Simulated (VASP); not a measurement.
Write the native input for VASP 6.6.1 that does the following.

```yaml
Task: molecular dynamics
Functional: PBE
Potentials_or_basis: VASP PAW PBE potentials, release 64 (H, Cl, N, Zn)
Cutoff: 520 eV
k_mesh: 3 × 3 × 3
Occupations: methfessel-paxton, width 0.15 eV
Spin: no spin polarisation
Dipole_correction: no
Further_INCAR_settings: LREAL = Auto; ALGO = Normal; EDIFF = 1e-05; NBANDS = 40; ISYM = 0; IBRION = 0; POTIM = 0.25; NSW = 30
```

The structure of ZnH8N4Cl2 lies in POSCAR:

```
ZnH8N4Cl2
1.0
    5.4701520000     -0.3018890000      0.1775760000
    0.4627160000      5.9238510000     -0.0273890000
    1.3310500000     -0.6102750000      5.0283150000
H Cl N Zn
8 2 4 1
Direct
    0.0719480000      0.8829030000      0.4849040000
    0.7923460000      0.2095880000      0.2453840000
    0.7654490000      0.9341610000      0.9012970000
    0.4878730000      0.0342260000      0.1072060000
    0.4769940000      0.1974840000      0.4129210000
    0.1839140000      0.1032100000      0.3107600000
    0.3690940000      0.4832810000      0.5306130000
    0.3532040000      0.7144110000      0.3349110000
    0.7259930000      0.8539760000      0.3355220000
    0.0516520000      0.4709990000      0.3342210000
    0.4165520000      0.7000680000      0.9317940000
    0.0506980000      0.6974120000      0.7879310000
    0.6344750000      0.3558310000      0.6759360000
    0.5623870000      0.4194030000      0.1416130000
    0.0911820000      0.2111140000      0.7937420000
```

The cell was built by a generator and needn't be a form met in nature.

One way to write it, as run:

INCAR

```
SYSTEM = ZnH8N4Cl2
  PREC = Accurate
  ENCUT = 520
  EDIFF = 1E-5
  ISMEAR = 1
  SIGMA = 0.15
  LREAL = Auto
  LASPH = .True.
  NELM = 100
  ALGO = Normal
  ISIF = 2
  LWAVE = .False.
  LCHARG = .False.
  GGA = PE
  NBANDS = 40
  IBRION = 0
  NSW = 30
  POTIM = 0.25
  TEBEG = 300.0
  TEEND = 300.0
  ISYM = 0
  NELMIN = 4
  RANDOM_SEED = 913328 0 0
  MDALGO = 1
  ANDERSEN_PROB = 0.0
```

KPOINTS

```
Automatic mesh
0
Gamma
  3 3 3
  0 0 0
```

Potentials or basis: VASP PAW PBE potentials, release 64 (H, Cl, N, Zn).

Command:

```console
$ cat potpaw_PBE.64/H/POTCAR potpaw_PBE.64/Cl/POTCAR potpaw_PBE.64/N/POTCAR potpaw_PBE.64/Zn/POTCAR > POTCAR
$ mpirun -np 1 vasp_std > vasp.out
```

Run time: 16 min on 1 thread of AMD EPYC 9R45 (Zen 5), on a shared host, peak memory 0.36 GiB.
